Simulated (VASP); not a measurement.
Calculation: G0W0 on PBE orbitals, VASP's PBE PAW potentials (set 64) (plane waves; VASP 6.6.1).

VASP input:

KPOINTS:
```
Automatic mesh
0
Gamma
6 6 6
0 0 0
```

File POSCAR:
```
SnTe
3.160
  0.0000000000   1.0000000000   1.0000000000
  1.0000000000   0.0000000000   1.0000000000
  1.0000000000   1.0000000000   0.0000000000
Sn Te
1 1
Cart
  0.0000000000   0.0000000000   0.0000000000
  1.0000000000   1.0000000000   1.0000000000
```

**INCAR**
```
# general
SYSTEM       =  SnTe
PREC         =  Normal
ENCUT        =  500   # plane-wave cut-off (eV)
LREAL        =  .FALSE.   # projection in real space or not
LASPH        =  .TRUE.
NBANDS       =  120

# electronic loop
ALGO         =  EVGW0

# smearing
ISMEAR       =  0
SIGMA        =  0.01   # width (eV)

# functional
GGA          =  PE   # PBE

# output
LWAVE        =  .FALSE.
LCHARG       =  .FALSE.

# other
NELMGW       =  1
NOMEGA       =  64
ENCUTGW      =  180
NBANDSGW     =  18
LSPECTRALGW  =  .TRUE.
```

POTCAR, in this order: Sn_d_GW Te_GW (PBE.64 set). Program: vasp_std. Read from the step before: WAVECAR, WAVEDER.

What VASP printed:

### OSZICAR
```
energies w=
    0.000    0.000    0.247    0.000    0.493    0.000    0.739    0.000
    0.982    0.000    1.224    0.000    1.463    0.000    1.699    0.000
    1.932    0.000    2.162    0.000    2.389    0.000    2.613    0.000
    2.833    0.000    3.051    0.000    3.265    0.000    3.477    0.000
    3.688    0.000    3.896    0.000    4.103    0.000    4.308    0.000
    4.513    0.000    4.718    0.000    4.923    0.000    5.129    0.000
    5.336    0.000    5.545    0.000    5.757    0.000    5.971    0.000
    6.190    0.000    6.412    0.000    6.641    0.000    6.875    0.000
    7.117    0.000    7.367    0.000    7.626    0.000    7.897    0.000
    8.180    0.000    8.477    0.000    8.791    0.000    9.123    0.000
    9.477    0.000    9.855    0.000   10.261    0.000   10.701    0.000
   11.179    0.000   11.702    0.000   12.277    0.000   12.915    0.000
   13.627    0.000   14.430    0.000   15.343    0.000   16.392    0.000
   17.611    0.000   19.046    0.000   20.761    0.000   22.848    0.000
   25.443    0.000   28.753    0.000   33.121    0.000   39.140    0.000
   47.950    0.000   62.048    0.000   88.166    0.000  152.865    0.000
NQ=   1    0.0000    0.0000    0.0000,
 performed        544000 updates of chi_q(r,r)
NQ=   2    0.1667    0.0000    0.0000,
 performed       1485000 updates of chi_q(r,r)
NQ=   3    0.3333    0.0000    0.0000,
 performed       2426000 updates of chi_q(r,r)
NQ=   4    0.5000    0.0000    0.0000,
 performed       3151000 updates of chi_q(r,r)
NQ=   5    0.1667    0.1667    0.0000,
 performed       3993000 updates of chi_q(r,r)
NQ=   6    0.3333    0.1667    0.0000,
 performed       5297000 updates of chi_q(r,r)
NQ=   7    0.5000    0.1667    0.0000,
 performed       6601000 updates of chi_q(r,r)
NQ=   8   -0.3333    0.1667    0.0000,
 performed       7905000 updates of chi_q(r,r)
NQ=   9   -0.1667    0.1667    0.0000,
 performed       8985000 updates of chi_q(r,r)
NQ=  10    0.3333    0.3333    0.0000,
 performed       9827000 updates of chi_q(r,r)
NQ=  11    0.5000    0.3333    0.0000,
 performed      11131000 updates of chi_q(r,r)
NQ=  12   -0.3333    0.3333    0.0000,
 performed      12211000 updates of chi_q(r,r)
NQ=  13    0.5000    0.5000    0.0000,
 performed      12884000 updates of chi_q(r,r)
NQ=  14    0.5000    0.3333    0.1667,
 performed      14197000 updates of chi_q(r,r)
NQ=  15   -0.3333    0.3333    0.1667,
 performed      15397000 updates of chi_q(r,r)
NQ=  16   -0.3333    0.5000    0.1667,
 performed      16477000 updates of chi_q(r,r)
 resolving degeneracies of screened two electron integrals
```

### OUTCAR
```


 k-point   1 :       0.0000    0.0000    0.0000
  band No.  KS-energies  QP-energies   sigma(KS)   V_xc(KS)     V^pw_x(r,r')   Z            occupation Imag(sigma)

      1     -16.0970     -18.0812     -20.5846     -17.5174     -27.0967       0.6469       2.0000       0.2868
      2     -16.0970     -18.0812     -20.5846     -17.5174     -27.0967       0.6469       2.0000       0.2868
      3     -16.0920     -18.0529     -20.5623     -17.5074     -27.0450       0.6419       2.0000       0.2658
      4     -16.0920     -18.0529     -20.5623     -17.5074     -27.0450       0.6419       2.0000       0.2658
      5     -16.0920     -18.0529     -20.5623     -17.5074     -27.0450       0.6419       2.0000       0.2658
      6      -6.9213      -6.9797     -10.7489     -10.6563     -17.2374       0.6305       2.0000       1.1757
      7       1.1037       1.0595     -11.7758     -11.7151     -13.6595       0.7294       2.0000       0.2373
      8       3.6995       3.4261     -10.9474     -10.5687     -12.5201       0.7221       2.0000       0.1008
      9       3.6995       3.4261     -10.9474     -10.5687     -12.5201       0.7221       2.0000       0.1008
     10       3.6995       3.4261     -10.9474     -10.5687     -12.5201       0.7221       2.0000       0.1008
     11       9.1499       9.1956     -10.2105     -10.2738      -5.5353       0.7215       0.0000      -0.1911
     12       9.1499       9.1956     -10.2105     -10.2738      -5.5353       0.7215       0.0000      -0.1911
     13       9.1499       9.1956     -10.2105     -10.2738      -5.5353       0.7215       0.0000      -0.1911
     14      10.6098      10.4826      -8.4793      -8.3120      -3.9904       0.7606       0.0000      -0.1691
     15      10.6098      10.4826      -8.4793      -8.3120      -3.9904       0.7606       0.0000      -0.1691
     16      10.6098      10.4826      -8.4793      -8.3120      -3.9904       0.7606       0.0000      -0.1691
     17      12.6627      12.4399      -6.9852      -6.6911      -1.8733       0.7571       0.0000      -0.2324
     18      12.7307      12.8260      -9.3172      -9.4429      -4.6221       0.7585       0.0000      -0.2739

 k-point   2 :       0.1667    0.0000    0.0000
  band No.  KS-energies  QP-energies   sigma(KS)   V_xc(KS)     V^pw_x(r,r')   Z            occupation Imag(sigma)

      1     -16.0981     -18.0817     -20.5843     -17.5153     -27.0953       0.6463       2.0000       0.2900
      2     -16.0981     -18.0817     -20.5843     -17.5153     -27.0953       0.6463       2.0000       0.2900
      3     -16.0908     -18.0551     -20.5651     -17.5092     -27.0475       0.6428       2.0000       0.2661
      4     -16.0908     -18.0551     -20.5651     -17.5092     -27.0475       0.6428       2.0000       0.2661
      5     -16.0908     -18.0551     -20.5651     -17.5092     -27.0475       0.6428       2.0000       0.2661
      6      -6.6932      -6.7528     -10.8086     -10.7141     -17.1862       0.6313       2.0000       1.1280
      7       0.0144      -0.1224     -11.4031     -11.2099     -14.1638       0.7081       2.0000       0.3402
      8       3.7425       3.4642     -10.9167     -10.5328     -12.4164       0.7247       2.0000       0.0981
      9       3.7425       3.4642     -10.9167     -10.5328     -12.4164       0.7247       2.0000       0.0981
     10       4.4235       4.2471     -10.9995     -10.7607     -11.7332       0.7389       2.0000       0.0699
     11       8.1161       8.1169     -10.0171     -10.0181      -5.9989       0.7392       0.0000      -0.1299
     12       8.1161       8.1169     -10.0171     -10.0181      -5.9989       0.7392       0.0000      -0.1299
     13       8.1570       8.1770      -9.8335      -9.8605      -5.7716       0.7417       0.0000      -0.1254
     14      10.5990      10.4642      -8.2448      -8.0665      -3.6301       0.7558       0.0000      -0.1751
     15      11.1683      11.0555      -8.5687      -8.4195      -3.8987       0.7561       0.0000      -0.1967
     16      11.1683      11.0555      -8.5687      -8.4195      -3.8987       0.7561       0.0000      -0.1967
     17      14.2876      14.2511      -9.7384      -9.6887      -4.2264       0.7360       0.0000      -0.4761
     18      14.2876      14.2511      -9.7384      -9.6887      -4.2264       0.7360       0.0000      -0.4761

 k-point   3 :       0.3333    0.0000    0.0000
  band No.  KS-energies  QP-energies   sigma(KS)   V_xc(KS)     V^pw_x(r,r')   Z            occupation Imag(sigma)

      1     -16.1008     -18.0843     -20.5838     -17.5105     -27.0917       0.6454       2.0000       0.2969
      2     -16.1008     -18.0843     -20.5838     -17.5105     -27.0917       0.6454       2.0000       0.2969
      3     -16.0908     -18.0561     -20.5651     -17.5081     -27.0468       0.6429       2.0000       0.2673
      4     -16.0870     -18.0579     -20.5743     -17.5160     -27.0560       0.6444       2.0000       0.2659
      5     -16.0870     -18.0579     -20.5743     -17.5160     -27.0560       0.6444       2.0000       0.2659
      6      -6.1007      -6.1627     -11.0053     -10.9080     -17.0851       0.6370       2.0000       1.0082
      7      -1.6332      -1.8455     -10.9832     -10.6732     -14.7348       0.6849       2.0000       0.5381
      8       3.8968       3.6083     -10.8954     -10.4998     -12.2381       0.7293       2.0000       0.0902
      9       3.8968       3.6083     -10.8954     -10.4998     -12.2381       0.7293       2.0000       0.0902
     10       5.2106       5.0943     -10.5553     -10.4012     -10.2736       0.7543       2.0000       0.0347
     11       6.7791       6.7340      -9.8913      -9.8312      -6.5941       0.7506       0.0000      -0.0796
     12       6.7791       6.7340      -9.8913      -9.8312      -6.5941       0.7506       0.0000      -0.0796
     13       6.8212       6.8027      -9.8519      -9.8274      -6.6881       0.7564       0.0000      -0.0704
     14      11.6987      11.5920      -8.4308      -8.2881      -3.5123       0.7484       0.0000      -0.2324
     15      12.6954      12.6125      -8.7212      -8.6104      -3.6384       0.7487       0.0000      -0.2758
     16      12.6954      12.6125      -8.7212      -8.6104      -3.6384       0.7487       0.0000      -0.2758
     17      16.4713      16.4284      -8.9948      -8.9375      -3.0676       0.7496       0.0000      -0.7035
     18      17.1923      17.2569      -9.6738      -9.7593      -3.5581       0.7562       0.0000      -0.8072

 k-point   4 :       0.5000    0.0000    0.0000
  band No.  KS-energies  QP-energies   sigma(KS)   V_xc(KS)     V^pw_x(r,r')   Z            occupation Imag(sigma)

      1     -16.1021     -18.0853     -20.5845     -17.5081     -27.0904       0.6446       2.0000       0.3006
      2     -16.1021     -18.0853     -20.5845     -17.5081     -27.0904       0.6446       2.0000       0.3006
      3     -16.0904     -18.0563     -20.5656     -17.5083     -27.0471       0.6430       2.0000       0.2678
      4     -16.0852     -18.0622     -20.5783     -17.5190     -27.0593       0.6462       2.0000       0.2657
      5     -16.0852     -18.0622     -20.5783     -17.5190     -27.0593       0.6462       2.0000       0.2657
      6      -5.6627      -5.7101     -11.2004     -11.1262     -17.0679       0.6384       2.0000       0.9142
      7      -2.4722      -2.7255     -10.7198     -10.3453     -14.9187       0.6764       2.0000       0.6698
      8       4.0343       3.7404     -10.9279     -10.5258     -12.2324       0.7307       2.0000       0.0863
      9       4.0343       3.7404     -10.9279     -10.5258     -12.2324       0.7307       2.0000       0.0863
     10       5.8353       5.7944      -9.2437      -9.1901      -7.8434       0.7624       2.0000      -0.0032
     11       5.9060       5.8042     -10.9619     -10.8275      -8.9349       0.7574       0.0000      -0.0287
     12       6.1988       6.1368      -9.8145      -9.7324      -6.7519       0.7557       0.0000      -0.0674
     13       6.1988       6.1368      -9.8145      -9.7324      -6.7519       0.7557       0.0000      -0.0674
     14      13.5740      13.4370      -8.6592      -8.4731      -3.2496       0.7362       0.0000      -0.3535
     15      14.6009      14.6073      -8.9824      -8.9910      -3.4421       0.7401       0.0000      -0.4628
     16      14.7729      14.7409      -8.9290      -8.8857      -3.4505       0.7380       0.0000      -0.3870
     17      14.7729      14.7409      -8.9290      -8.8857      -3.4505       0.7380       0.0000      -0.3870
     18      15.3330      15.2363      -8.8665      -8.7350      -3.0807       0.7352       0.0000      -0.4987

 k-point   5 :       0.1667    0.1667    0.0000
  band No.  KS-energies  QP-energies   sigma(KS)   V_xc(KS)     V^pw_x(r,r')   Z            occupation Imag(sigma)

      1     -16.1007     -18.0820     -20.5816     -17.5117     -27.0951       0.6454       2.0000       0.2962
      2     -16.0959     -18.0820     -20.5872     -17.5190     -27.0984       0.6473       2.0000       0.2867
      3     -16.0929     -18.0527     -20.5604     -17.5058     -27.0438       0.6416       2.0000       0.2666
      4     -16.0895     -18.0565     -20.5676     -17.5109     -27.0484       0.6435       2.0000       0.2654
      5     -16.0895     -18.0565     -20.5676     -17.5109     -27.0484       0.6435       2.0000       0.2654
      6      -6.6187      -6.6825     -10.8377     -10.7370     -17.1723       0.6328       2.0000       1.1131
      7       0.0222      -0.1133     -11.4783     -11.2876     -14.1784       0.7103       2.0000       0.3333
      8       3.2094       2.9231     -10.7350     -10.3356     -12.5074       0.7169       2.0000       0.1213
      9       3.2094       2.9231     -10.7350     -10.3356     -12.5074       0.7169       2.0000       0.1213
     10       5.0489       4.8480     -11.1414     -10.8718     -11.6763       0.7451       2.0000       0.0568
     11       6.7478       6.7553      -9.9162      -9.9263      -6.5762       0.7506       0.0000      -0.0802
     12       9.3276       9.3638     -10.1932     -10.2434      -5.5306       0.7230       0.0000      -0.1959
     13       9.3276       9.3638     -10.1932     -10.2434      -5.5306       0.7230       0.0000      -0.1959
     14       9.4694       9.2951      -8.0492      -7.8208      -3.7878       0.7632       0.0000      -0.1246
     15      12.0369      11.9544      -8.7827      -8.6731      -3.8366       0.7523       0.0000      -0.2572
     16      12.0369      11.9544      -8.7827      -8.6731      -3.8366       0.7523       0.0000      -0.2572
     17      13.0556      12.9978      -9.5561      -9.4788      -4.5427       0.7481       0.0000      -0.3304
...
```
(Selected blocks of OUTCAR.)

The mesh is coarse and the basis finite, so the quasiparticle values are not converged. VASP warned that its frequency grid is unfit for quasiparticle energies.

The compound is SnTe in the rock salt structure, which distorts at low temperature. The cell was not relaxed at this level.
